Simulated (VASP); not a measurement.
VASP input:

KPOINTS:
```
Automatic mesh
0
Gamma
5 5 4
0 0 0
```

File POSCAR:
```
Te
1.0
  2.2671593274  -3.9268348283   0.0000000000
  2.2671593274   3.9268348283   0.0000000000
  0.0000000000   0.0000000000   5.9565982765
Te
3
Cartesian
  2.8709133799  -2.8811022181   3.9710675032
  3.3268105497   0.0000000000   0.0000000000
  2.8709133799   2.8811022181   1.9855307733
```

### INCAR
```
LCHARG=.FALSE.
SIGMA=0.05
EDIFFG=-0.001
ISMEAR=0   # Gaussian
LREAL=.FALSE.   # projection in real space or not
NELM=100
EDIFF=1E-8
PREC=Accurate
GGA=PE
ENCUT=400   # plane-wave cut-off (eV)
ISIF=2   # forces and stress, cell fixed
SYSTEM=Te
LASPH=.TRUE.   # aspherical one-centre terms
LMAXMIX=4
IBRION=1   # quasi-Newton
LWAVE=.FALSE.
ALGO=Normal
NSW=30   # most ionic steps
```

POTCAR, in this order: Te (PBE.64 set). Program: vasp_std.

Q: Write an equivalent input for Ansatz.

A: One equivalent input (not run):
Ansatz 0.2 input:
```yaml
crystal:
  lattice:
    - [2.2671593, -3.9268348, 0.0000000]
    - [2.2671593, 3.9268348, 0.0000000]
    - [0.0000000, 0.0000000, 5.9565983]
  atoms:
    - { symbol: Te, position: [1.0000000, 0.2663042, 0.6666670] }
    - { symbol: Te, position: [0.7336958, 0.7336958, 0.0000000] }
    - { symbol: Te, position: [0.2663042, 1.0000000, 0.3333330] }
kpoints:
  mp_grid: { grid: [5, 5, 4] }
hamiltonian:
  xc: pbe
  pseudopotentials: { kind: paw }
scf:
  occupations: { method: gaussian, width: 0.05 }
  max_iter: 100
relax:
  max_steps: 30
  f_tol: 0.001
output: { forces: true, stress: true, eigenvalues: true }
```
What does not carry over: each code has its own PAW files, so the cut-off isn't converted (ENCUT is set for VASP's; basis.ecutwfc is left out, and Ansatz then takes the one that its files recommend); Ansatz stops its SCF on the density residual and VASP on the energy change (EDIFF).

The compound is Te in the trig structure. This run relaxes the ions in a fixed cell. Symmetry was kept, so distortions that lower it aren't found. The start is the result of an earlier pass.
